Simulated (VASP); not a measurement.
```xyz
4
Lattice="3.9400 0.0000 0.0000 0.0000 3.9400 0.0000 0.0000 0.0000 3.9400" Properties=species:S:1:pos:R:3 pbc="T T T"
Cu     0.0000     0.0000     0.0000
Al     1.9700     1.9700     0.0000
Al     1.9700     0.0000     1.9700
Al     0.0000     1.9700     1.9700
```

The numbers are results of PBEsol GGA, VASP's PBE PAW potentials (set 64) (plane waves; VASP), not measurements. Numerical set-up: 400 eV cut-off, 8×8×8 Γ-centred mesh, first-order Methfessel-Paxton smearing of 0.10 eV, potentials Cu Al.

Energy and stress use the plane-wave basis of the starting cell.

### Question
The ions, cell shape and volume are relaxed. Give the cell that the relaxation ends in.

### Answer

```xyz
4
Lattice="3.8930 0.0000 0.0000 0.0000 3.8930 0.0000 0.0000 0.0000 3.8930" Properties=species:S:1:pos:R:3 pbc="T T T"
Cu     0.0000     0.0000     0.0000
Al     1.9465     1.9465     0.0000
Al     1.9465     0.0000     1.9465
Al     0.0000     1.9465     1.9465
```
Space group Pm-3m (221), at a tolerance of 0.03 Å.

### Question
How do energy and volume change from the first to the last step?

### Answer
The energy (σ→0) changes by -5.7 meV/atom and the volume by -3.5 %, in 3 ionic steps.

The structure was generated: Al3Cu was put into an ordered model structure (Pm-3m), which need not be its known phase. This run relaxes it. Symmetry was kept, so distortions that lower it aren't found.
